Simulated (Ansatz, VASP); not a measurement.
## Ta12Al14O51 (aluminium tantalate glass 54Al2O3-46Ta2O5) in two plane-wave programs

Aim: how closely do two programs agree when they are given the same cell, functional and k mesh? The structure shown is the end of the Ansatz relaxation below. Other levels of theory on this material are compared in a session of their own.

Calculated with Ansatz 0.2.0; plane waves, with VASP 6.6.1 beside it; single point at PBE with D3(BJ).

## Step 1: The starting structure

The cell holds 77 atoms: 14 Al, 12 Ta and 51 O. Its edges and angles: a = 10.228 Å, b = 9.531 Å, c = 9.915 Å, α = 90.0°, β = 90.0°, γ = 90.0°. As first built, before any earlier steps moved the atoms (in the runner's words): 77 atoms (14 Al, 12 Ta, 51 O) placed at random at 6.01 g/cm^3 and pushed apart to contact distance.

## Step 2: Ansatz: relaxation, PBE with D3(BJ)

Ansatz runs on its default PAW (the set named soft_2) files.

This run makes the geometry at which the two programs are then compared.

The input, input.yaml:

```yaml
crystal:
  lattice:
    - [10.29008, 0.0, 0.0]
    - [0.0, 9.60176, 0.0]
    - [0.0, 0.0, 10.01418]
  atoms:
    - { symbol: Al, position: [0.57003, 0.6884, 0.35268] }
    - { symbol: Al, position: [0.77702, 0.20359, 0.28327] }
    - { symbol: Al, position: [0.61158, 0.15547, 0.53729] }
    - { symbol: Al, position: [0.32545, 0.86061, 0.2679] }
    - { symbol: Al, position: [0.56111, 0.41165, 0.48266] }
    - { symbol: Al, position: [0.28606, 0.20523, 0.55016] }
    - { symbol: Al, position: [0.36268, 0.442, 0.71101] }
    - { symbol: Al, position: [0.47774, 0.38536, 0.18856] }
    - { symbol: Al, position: [0.08278, 0.73201, 0.59187] }
    - { symbol: Al, position: [0.52675, 0.10345, 0.13116] }
    - { symbol: Al, position: [0.82637, 0.15023, 0.72897] }
    - { symbol: Al, position: [0.46885, 0.89766, 0.8778] }
    - { symbol: Al, position: [0.063, 0.29327, 0.3104] }
    - { symbol: Al, position: [0.25351, 0.11378, 0.15228] }
    - { symbol: Ta, position: [0.58863, 0.2684, 0.88176] }
    - { symbol: Ta, position: [0.64486, 0.59285, 0.70376] }
    - { symbol: Ta, position: [0.88881, 0.8321, 0.8206] }
    - { symbol: Ta, position: [0.94733, 0.21096, 0.02283] }
    - { symbol: Ta, position: [0.16055, 0.01228, 0.80988] }
    - { symbol: Ta, position: [0.76372, 0.89699, 0.53908] }
    - { symbol: Ta, position: [0.40334, 0.8599, 0.58663] }
    - { symbol: Ta, position: [0.79819, 0.88151, 0.16947] }
    - { symbol: Ta, position: [0.28051, 0.6155, 0.00181] }
    - { symbol: Ta, position: [0.05096, 0.0068, 0.40743] }
    - { symbol: Ta, position: [0.07651, 0.3809, 0.71928] }
    - { symbol: Ta, position: [0.07614, 0.64664, 0.24489] }
    - { symbol: O, position: [0.76217, 0.95176, 0.73834] }
    - { symbol: O, position: [0.9194, 0.73123, 0.19385] }
    - { symbol: O, position: [0.53073, 0.78378, 0.73931] }
    - { symbol: O, position: [0.15987, 0.19369, 0.42378] }
    - { symbol: O, position: [0.6836, 0.05903, 0.21063] }
    - { symbol: O, position: [0.08108, 0.97373, 0.58289] }
    - { symbol: O, position: [0.93389, 0.28547, 0.66128] }
    - { symbol: O, position: [0.65367, 0.77261, 0.22411] }
    - { symbol: O, position: [0.04386, 0.33893, 0.90406] }
    - { symbol: O, position: [0.10127, 0.59567, 0.05651] }
    - { symbol: O, position: [0.92458, 0.0333, 0.11183] }
    - { symbol: O, position: [0.42409, 0.3019, 0.81356] }
    - { symbol: O, position: [0.57861, 0.97246, 0.53367] }
    - { symbol: O, position: [0.47407, 0.5338, 0.60988] }
    - { symbol: O, position: [0.64986, 0.20288, 0.70964] }
    - { symbol: O, position: [0.53005, 0.50444, 0.32596] }
    - { symbol: O, position: [0.18341, 0.97608, 0.26969] }
    - { symbol: O, position: [0.23941, 0.38644, 0.60001] }
    - { symbol: O, position: [0.05815, 0.47416, 0.32575] }
    - { symbol: O, position: [0.61853, 0.46791, 0.84697] }
    - { symbol: O, position: [0.04539, 0.56218, 0.66002] }
    - { symbol: O, position: [0.38938, 0.22643, 0.20464] }
    - { symbol: O, position: [0.3828, 0.77317, 0.97133] }
    - { symbol: O, position: [0.53787, 0.05734, 0.94884] }
    - { symbol: O, position: [0.9365, 0.17217, 0.35554] }
    - { symbol: O, position: [0.79035, 0.09622, 0.54418] }
    - { symbol: O, position: [0.2036, 0.05679, 0.98257] }
    - { symbol: O, position: [0.78993, 0.84718, 0.98391] }
    - { symbol: O, position: [0.66443, 0.72257, 0.50199] }
    - { symbol: O, position: [0.70379, 0.46598, 0.57886] }
    - { symbol: O, position: [0.34275, 0.95456, 0.76639] }
    - { symbol: O, position: [0.08141, 0.76969, 0.40675] }
    - { symbol: O, position: [0.65585, 0.26868, 0.39285] }
    - { symbol: O, position: [0.40133, 0.97897, 0.16317] }
    - { symbol: O, position: [0.85605, 0.30809, 0.15482] }
    - { symbol: O, position: [0.86698, 0.91748, 0.37307] }
    - { symbol: O, position: [0.11565, 0.23529, 0.15178] }
    - { symbol: O, position: [0.32978, 0.02095, 0.52055] }
    - { symbol: O, position: [0.26836, 0.53014, 0.83226] }
    - { symbol: O, position: [0.45859, 0.2617, 0.53147] }
    - { symbol: O, position: [0.1858, 0.17954, 0.71229] }
    - { symbol: O, position: [0.42794, 0.78727, 0.39329] }
    - { symbol: O, position: [0.79604, 0.66221, 0.7948] }
    - { symbol: O, position: [0.25567, 0.70716, 0.20605] }
    - { symbol: O, position: [0.25694, 0.74804, 0.60328] }
    - { symbol: O, position: [0.91111, 0.79381, 0.61603] }
    - { symbol: O, position: [0.96764, 0.05355, 0.8341] }
    - { symbol: O, position: [0.58808, 0.28805, 0.08232] }
    - { symbol: O, position: [0.39074, 0.49395, 0.08447] }
    - { symbol: O, position: [0.79225, 0.22165, 0.9044] }
    - { symbol: O, position: [0.07939, 0.81713, 0.81454] }
kpoints:
  mp_grid: { grid: [1, 1, 1] }
hamiltonian:
  xc: pbe
  dispersion: d3bj
scf:
  occupations: { method: fixed }
output:
  forces: true
  stress: true
relax:
  f_tol: 0.04
  max_steps: 60
  cell: { stress_tol: 0.1, fix: [alpha, beta, gamma] }
```

On the command line:

```bash
> ansatz run input.yaml --threads 4 --pin off --max-ram 15360MiB --backend cpu --events-out ev --progress --plain --runs-dir out
```

Numbers of over 12 decimals in the logs are rounded to 6 here.

What it wrote:

```text
The last accepted step is kept in <dir> (removed where the run ends without a failure and the disk answers)
Engine: ansatz 0.2.0, aarch64-unknown-linux-gnu
Pseudopotentials: kind: paw
Pseudopotential: Al, paw, valence charge 3, recommended cutoff 420 eV (normal), Al.paw.azcp
Pseudopotential: Ta, paw, valence charge 13, recommended cutoff 420 eV (normal), Ta.paw.azcp
Pseudopotential: O, paw, valence charge 6, recommended cutoff 420 eV (normal), O.paw.azcp
Functional definition: PBE
  parameter kappa = 0.804
  parameter beta = 0.066725
  exchange = pbe_x(kappa = kappa, mu = beta*pi^2/3)
  correlation = pbe_c(beta = beta)
Crystal: 77 atoms, lattice volume = 989.430 Å³
Basis set: ecut = 420 eV, 19303 PW (Γ), exchange–correlation on 144×144×144 points (8 copies of the dense FFT grid, shifted against one another)
Bands: 329, of which v1, the nominal top of the filled ones, is band 252 counted from 1 (251 counted from 0)
Symmetry: 1 space group operations
Space group: P1 (ITA 1), of the structure as read, at distance tolerance 1.0e-4 Å
k-points: 1
Non-local potential: Al, projectors of the file, l = 0: 2, l = 1: 2, l = 2: 1
Non-local potential: Ta, projectors of the file, l = 0: 3, l = 1: 2, l = 2: 2, l = 3: 1
Non-local potential: O, projectors of the file, l = 0: 2, l = 1: 2, l = 2: 1
PAW form: soft (Blöchl's): semilocal exchange-correlation on the pseudo side does not see the compensation charge
PAW one-centre angular grid: Al, 110 points (default); XC on 64 Gauss nodes
PAW one-centre angular grid: Ta, 590 points (default); XC on 64 Gauss nodes
PAW one-centre angular grid: O, 110 points (default); XC on 64 Gauss nodes
Initial density: superposition of atomic densities (neutral atoms: chi_scale 0, normalization atom), corrected by the library's trained network
Initial wavefunctions: pseudopotential atomic-orbital guess
Functional: x = pbe(κ = 0.804, μ = 0.219515), c = pbe(β = 0.066725)
SCF iter   1: F=—  HF=-155750.762494 eV  |F-HF|=—  |Δ(HF+E_count)|=         —  Δρ=4.56e-3  dr2=1.94e-1  ethr=1.77e-3  ⟨swp⟩=5.0  Hψ=981  notcnv=0  defer=73
preconditioner: auto → Resta (q_TF=auto, 2.438 Å⁻¹)  ε∞=4.5  [insulator: Δε(μ)=3.292 eV  Ē_g=12.678 eV  n_scr=250 (ndim 8)  ℏωp=23.8 eV  f_vac=0.115  ε∞_Penn≈4.5]
SCF iter   2: F=—  HF=-155750.747810 eV  |F-HF|=—  |Δ(HF+E_count)|=   1.47e-2  Δρ=2.37e-3  dr2=4.04e-2  ethr=3.85e-5  ⟨swp⟩=2.0  Hψ=543  notcnv=0  defer=75
SCF iter   3: F=—  HF=-155750.747820 eV  |F-HF|=—  |Δ(HF+E_count)|=   1.04e-5  Δρ=1.08e-3  dr2=1.38e-2  ethr=8.01e-6  ⟨swp⟩=3.0  Hψ=418  notcnv=0  defer=74
automatic band count: iteration 3 solves 328 bands in place of 329: the levels show a gap, and the empty bands left out lie too high to hold charge; the band table lists the bands solved (type scf.n_extra_bands for more)
SCF iter   4: F=—  HF=-155750.747879 eV  |F-HF|=—  |Δ(HF+E_count)|=   5.90e-5  Δρ=3.22e-4  dr2=1.44e-3  ethr=2.75e-6  ⟨swp⟩=3.0  Hψ=406  notcnv=0  defer=74
SCF iter   5: F=—  HF=-155750.747914 eV  |F-HF|=—  |Δ(HF+E_count)|=   3.47e-5  Δρ=2.23e-4  dr2=5.25e-4  ethr=2.86e-7  ⟨swp⟩=2.0  Hψ=428  notcnv=0  defer=74
SCF iter   6: F=—  HF=-155750.747902 eV  |F-HF|=—  |Δ(HF+E_count)|=   1.22e-5  Δρ=7.57e-5  dr2=6.71e-5  ethr=1.04e-7  ⟨swp⟩=2.0  Hψ=428  notcnv=0  defer=74
SCF iter   7: F=—  HF=-155750.749111 eV  |F-HF|=—  |Δ(HF+E_count)|=   1.21e-3  Δρ=4.75e-5  dr2=2.34e-5  ethr=1.33e-8  ⟨swp⟩=2.0  Hψ=530  notcnv=0  defer=74
SCF iter   8: F=—  HF=-155750.749112 eV  |F-HF|=—  |Δ(HF+E_count)|=   1.08e-6  Δρ=1.51e-5  dr2=2.72e-6  ethr=4.64e-9  ⟨swp⟩=2.0  Hψ=428  notcnv=0  defer=74
SCF iter   9: F=—  HF=-155750.749114 eV  |F-HF|=—  |Δ(HF+E_count)|=   1.59e-6  Δρ=9.73e-6  dr2=9.72e-7  ethr=5.40e-10  ⟨swp⟩=2.0  Hψ=458  notcnv=0  defer=74
SCF iter  10: F=—  HF=-155750.749114 eV  |F-HF|=—  |Δ(HF+E_count)|=   1.58e-8  Δρ=3.02e-6  dr2=1.04e-7  ethr=1.93e-10  ⟨swp⟩=2.0  Hψ=458  notcnv=0  defer=74
SCF iter  11: F=-155750.749114 eV  HF=-155750.749114 eV  |F-HF|=4.02e-9  |Δ(HF+E_count)|=   5.37e-8  Δρ=1.60e-6  dr2=2.71e-8  ethr=1.98e-11  ⟨swp⟩=4.0  Hψ=905  notcnv=0
SCF 1 converged in 11 iterations: F = -155750.749114 eV  dr2 = 2.71e-8
  greatest PAW one-centre occupation: 1.000 electrons in one spin orbital (limit 2), on the Ta atom at site 22 (counted from 0), in its partial waves of l = 0
relax step   1: F+E_penalty+E_count = -155750.74911398 eV  Δ(F+E_penalty+E_count) = +0.000e0 eV  max|allowed force component| = 3.883e-2 eV/Å  Δτ_max = 0.0000 Å  P = -2.257 GPa  Ω = 989.430 Å³  fix = [alpha, beta, gamma]  reactions: alpha +0.105, beta +0.542, gamma +0.669 GPa/rad  (11 SCF iters, dr2 threshold 1.00e-7 eV, accepted)
Crystal: 77 atoms, lattice volume = 974.279 Å³
Basis set: ecut = 420 eV, 19017 PW (Γ), exchange–correlation on 144×144×144 points (8 copies of the dense FFT grid, shifted against one another)
Initial density: handed on by an earlier stage of this run
[...]
atom  44  O     -0.00329347     0.00051972     0.00227690
  atom  45  O     -0.00062202     0.00140758     0.00101805
  atom  46  O     -0.00232241     0.00397388    -0.00567816
  atom  47  O     -0.00028871    -0.00125626    -0.00017516
  atom  48  O      0.00093187     0.00271456    -0.00081894
  atom  49  O     -0.00603931    -0.00592874     0.00230219
  atom  50  O      0.00381767    -0.00116658    -0.00032376
  atom  51  O      0.00273424    -0.00240772     0.00300770
  atom  52  O     -0.00564284    -0.00376026    -0.00006654
  atom  53  O     -0.00430390    -0.00155045    -0.00752131
  atom  54  O      0.00807166     0.00152178    -0.00484928
  atom  55  O      0.00135158     0.00248142     0.00115713
  atom  56  O      0.00162587     0.00201680     0.00327309
  atom  57  O      0.00455187    -0.00218517    -0.00346962
  atom  58  O     -0.00257998     0.00123410     0.00198686
  atom  59  O     -0.00241348     0.00031415     0.00435961
  atom  60  O      0.00297015     0.00199502    -0.00398475
  atom  61  O     -0.00099657    -0.00355210     0.00138581
  atom  62  O     -0.00000909    -0.00284231     0.00627778
  atom  63  O     -0.00345423    -0.00042700     0.00323264
  atom  64  O      0.00264550    -0.00335477     0.00297821
  atom  65  O     -0.00069834     0.00153456     0.00094504
  atom  66  O     -0.00039522     0.00254916    -0.00013353
  atom  67  O      0.00082224    -0.00129039     0.00239633
  atom  68  O      0.00105996     0.00336970     0.00546375
  atom  69  O      0.00219884     0.00724834    -0.00291513
  atom  70  O     -0.00595237     0.00490304     0.00568231
  atom  71  O      0.00560656     0.00226237     0.00216166
  atom  72  O     -0.00269913     0.00175679    -0.00003851
  atom  73  O     -0.00013108    -0.00241802    -0.00229838
  atom  74  O     -0.00175087     0.00235036    -0.00319425
  atom  75  O      0.00020864     0.00057989     0.00231083
  atom  76  O     -0.00070035    -0.00218157    -0.00175678
  atom  77  O     -0.00764627     0.00039566     0.00154304
  max |Σ_I F_I| component: 1.72e-4 eV/Å
--- Stress (GPa, compression-positive) ---
       -0.050554      -0.677119      -0.784942
       -0.677104      -0.061999      -0.104923
       -0.784950      -0.104920      -0.053021
  P = ⅓ Tr σ = -0.0552 GPa (-0.552 kbar)
--- Relaxed structure (9 steps of the walk, 8 accepted, 2 SCFs on fresh bases) ---
  F+E_penalty+E_count = -155750.91628573 eV   max|allowed force component| = 9.889e-3 eV/Å   (the final SCF, on the basis selected at the relaxed cell)
  cell:  # Å, volume = 966.5531 Å³
    - [10.227624, 0, 0]
    - [0, 9.531060, 0]
    - [0, 0, 9.915389]
  atoms:
    - { symbol: Al, position: [0.569285, 0.688575, 0.351227] }
    - { symbol: Al, position: [0.777419, 0.206158, 0.282710] }
    - { symbol: Al, position: [0.611567, 0.156503, 0.536039] }
    - { symbol: Al, position: [0.323799, 0.859188, 0.267424] }
    - { symbol: Al, position: [0.562190, 0.413749, 0.483584] }
    - { symbol: Al, position: [0.287104, 0.204777, 0.547943] }
    - { symbol: Al, position: [0.362955, 0.441108, 0.708558] }
    - { symbol: Al, position: [0.476858, 0.385334, 0.190090] }
    - { symbol: Al, position: [0.083755, 0.736007, 0.594250] }
    - { symbol: Al, position: [0.527086, 0.103383, 0.134766] }
    - { symbol: Al, position: [0.826705, 0.151775, 0.728071] }
    - { symbol: Al, position: [0.471292, 0.897264, 0.879805] }
    - { symbol: Al, position: [0.061321, 0.293757, 0.310391] }
    - { symbol: Al, position: [0.253860, 0.114226, 0.152662] }
    - { symbol: Ta, position: [0.587930, 0.267252, 0.883422] }
    - { symbol: Ta, position: [0.647315, 0.593316, 0.707381] }
    - { symbol: Ta, position: [0.889163, 0.831742, 0.822182] }
    - { symbol: Ta, position: [0.950005, 0.211287, 0.021242] }
    - { symbol: Ta, position: [0.162239, 0.012565, 0.808019] }
    - { symbol: Ta, position: [0.762822, 0.897114, 0.538863] }
    - { symbol: Ta, position: [0.404847, 0.858641, 0.586652] }
    - { symbol: Ta, position: [0.797169, 0.882339, 0.169045] }
    - { symbol: Ta, position: [0.277463, 0.613426, -3.036869803369034e-5] }
    - { symbol: Ta, position: [0.051812, 0.00575698, 0.408275] }
    - { symbol: Ta, position: [0.078056, 0.383615, 0.716532] }
    - { symbol: Ta, position: [0.074054, 0.645584, 0.245197] }
    - { symbol: O, position: [0.761829, 0.952844, 0.738915] }
    - { symbol: O, position: [0.915562, 0.727817, 0.193477] }
    - { symbol: O, position: [0.534870, 0.783838, 0.741082] }
    - { symbol: O, position: [0.159648, 0.192145, 0.422655] }
    - { symbol: O, position: [0.683903, 0.059282, 0.213773] }
    - { symbol: O, position: [0.082495, 0.970704, 0.586652] }
    - { symbol: O, position: [0.935108, 0.285760, 0.658629] }
    - { symbol: O, position: [0.650024, 0.773773, 0.220938] }
    - { symbol: O, position: [0.045126, 0.340565, 0.903241] }
    - { symbol: O, position: [0.097202, 0.593807, 0.055316] }
    - { symbol: O, position: [0.926742, 0.031860, 0.112008] }
    - { symbol: O, position: [0.422718, 0.300519, 0.813537] }
    - { symbol: O, position: [0.577531, 0.973168, 0.531574] }
    - { symbol: O, position: [0.475410, 0.535945, 0.610033] }
    - { symbol: O, position: [0.649479, 0.203991, 0.709282] }
    - { symbol: O, position: [0.528772, 0.505329, 0.325513] }
    - { symbol: O, position: [0.181286, 0.974836, 0.266331] }
    - { symbol: O, position: [0.239679, 0.388442, 0.594026] }
    - { symbol: O, position: [0.056042, 0.474585, 0.330869] }
    - { symbol: O, position: [0.616038, 0.469662, 0.851453] }
    - { symbol: O, position: [0.043414, 0.564354, 0.657176] }
    - { symbol: O, position: [0.389806, 0.225096, 0.209761] }
    - { symbol: O, position: [0.381978, 0.770877, 0.969654] }
    - { symbol: O, position: [0.539665, 0.057922, 0.950551] }
[...]
- { symbol: O, position: [0.254984, 0.704300, 0.204640] }
    - { symbol: O, position: [0.258640, 0.745646, 0.606328] }
    - { symbol: O, position: [0.909402, 0.792890, 0.617270] }
    - { symbol: O, position: [0.968670, 0.055233, 0.835377] }
    - { symbol: O, position: [0.589609, 0.288064, 0.085833] }
    - { symbol: O, position: [0.387156, 0.488906, 0.081708] }
    - { symbol: O, position: [0.792230, 0.223456, 0.904548] }
    - { symbol: O, position: [0.080938, 0.815544, 0.815332] }
```

In the SCF lines HF is the Harris–Foulkes energy and dr2 the Hartree energy of the density residual, in eV; the loop may stop once dr2 is under the threshold and the program's other checks hold. Hψ counts applications of the Hamiltonian.

[end of part 1 of 2]

[Lines on the potential files, build, host, timing and source positions are cut from VASP's logs without a mark.]

[Logs are printed without paths, hosts, clocks, repeated set-up lines and the standing remarks that a program may print on its own settings, such as how far it seeks lower states.]

[Hosts, paths, dates, database ids (printed as entryN), source tags and the programs' standing remarks are cut or masked in the printed files.]
